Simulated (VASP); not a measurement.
An input for Quantum ESPRESSO's pw.x (written as the equivalent of a VASP run, and not itself run):

```
&CONTROL
  calculation = 'scf'
  pseudo_dir = './pseudo'
  outdir = './out'
  tprnfor = .true.
  tstress = .true.
/
&SYSTEM
  ibrav = 0
  nat = 1
  ntyp = 1
  ecutwfc = 68
  occupations = 'smearing'
  smearing = 'gaussian'
  degauss = 0.02205
  input_dft = 'pbe'
/
&ELECTRONS
  conv_thr = 7.3e-08
  electron_maxstep = 100
/
ATOMIC_SPECIES
  Ca 40.078 Ca.upf
CELL_PARAMETERS angstrom
     0.0000000    2.8333030    2.8333030
     2.8333030    0.0000000    2.8333030
     2.8333030    2.8333030    0.0000000
ATOMIC_POSITIONS crystal
  Ca   0.0000000  0.0000000  0.0000000
K_POINTS automatic
  11 11 11 0 0 0
```

### Question
Write the VASP files for the same calculation (PBE).

### Answer
Several could match; the one computed here: 
### KPOINTS
```
kpoints
0
G
 11 11 11
0 0 0
```

**POSCAR**
```
Ca
1
    0.0000000000     2.8333030000     2.8333030000
    2.8333030000     0.0000000000     2.8333030000
    2.8333030000     2.8333030000     0.0000000000
Ca
1
Direct
  0.0000000000   0.0000000000   0.0000000000
```

**INCAR**
```
# general
SYSTEM = Ca
PREC   = Accurate
ENCUT  = 300
LREAL  = .FALSE.
LASPH  = .TRUE.

# electronic loop
EDIFF  = 1E-6
NELM   = 100
ALGO   = Normal

# smearing
ISMEAR = 0
SIGMA  = 0.3

# functional
GGA    = PE

# ions
ISIF   = 2

# output
LWAVE  = .FALSE.
LCHARG = .FALSE.
```

POTCAR, in this order: Ca_sv (PBE.64 set). Program: vasp_std.

Limits of the translation: the potentials are each code's own (VASP's PAW set, PseudoDojo norm-conserving files in pw.x), so ENCUT and ecutwfc are chosen apart and not converted; conv_thr bounds pw.x's estimated SCF error, while EDIFF bounds the energy change between steps.

The structure comes from a computed database's Ca entry; how it stands against other phases isn't given here. The cell was not relaxed at this level. The run is one of a series of settings (SIGMA = 0.3, KPOINTS 11×11×11 Γ-centred mesh against the base run), some of them coarse on purpose.
